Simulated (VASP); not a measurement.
Runs of VASP 6.6.1 on Zr. The structure is hexagonal, space group P6_3/mmc (No. 194). Conventional cell: a = 3.239 Å, b = 3.239 Å, c = 5.172 Å, α = 90.00°, β = 90.00°, γ = 120.00°. Zr (site symmetry -6m2) is surrounded by 12 Zr at 3.19 to 3.24 Å. 

| task | level | potentials or basis | cell | k mesh | cutoff (eV) | mesh quality | gap on the mesh (eV) | pressure (GPa) | relaxed volume (Å³/atom) |
| --- | --- | --- | --- | --- | --- | --- | --- | --- | --- |
| relaxation of cell and atoms | PBEsol | VASP PAW PBE potentials, release 64 (Zr_sv) | relaxed | 15 × 15 × 8 | 600 | not flagged | none | 0.0 | 22.48 |
| relaxation of cell and atoms | PBEsol | VASP PAW PBE potentials, release 64 (Zr_sv) | relaxed | 15 × 15 × 8 | 300 | not flagged | none | 0.0 | 22.29 |
| single point | PBEsol | VASP PAW PBE potentials, release 64 (Zr_sv) | as given | 15 × 15 × 8 | 520 | not flagged | none | -4.1 | - |
| relaxation of cell and atoms | PBEsol | VASP PAW PBE potentials, release 64 (Zr_sv) | relaxed | 15 × 15 × 8 | 580 | not flagged | none | 0.0 | 22.47 |
| relaxation of cell and atoms | LDA | VASP PAW LDA potentials, release 64 (Zr_sv) | relaxed | 15 × 15 × 8 | 600 | not flagged | none | 0.0 | (b) |
| relaxation of cell and atoms | RPBE | VASP PAW PBE potentials, release 64 (Zr_sv) | relaxed | 15 × 15 × 8 | 600 | not flagged | none | 0.0 | 23.95 |
| relaxation of cell and atoms | PBEsol | VASP PAW PBE potentials, release 64 (Zr_sv) | relaxed | 6 × 6 × 4 | 600 | coarse | none | 0.0 | (a) |
| relaxation of cell and atoms | PBEsol | VASP PAW PBE potentials, release 64 (Zr_sv) | relaxed | 15 × 15 × 8 | 480 | not flagged | none | 0.0 | 22.48 |

Alike in all rows: no spin polarisation; smearing gaussian 0.1 eV.

Estimate the missing entries.

(a) 22.43; (b) 21.79.

Caveats: some runs use coarse meshes; the PAW data sets were made with another functional, which shifts forces and pressure a little (some runs).

A k mesh can miss the band edges, and the runs leave out spin-orbit coupling on Zr.

A gap of «none» marks a metal or a gap under the smearing width.

Runs at the PBE level aren't shown here.
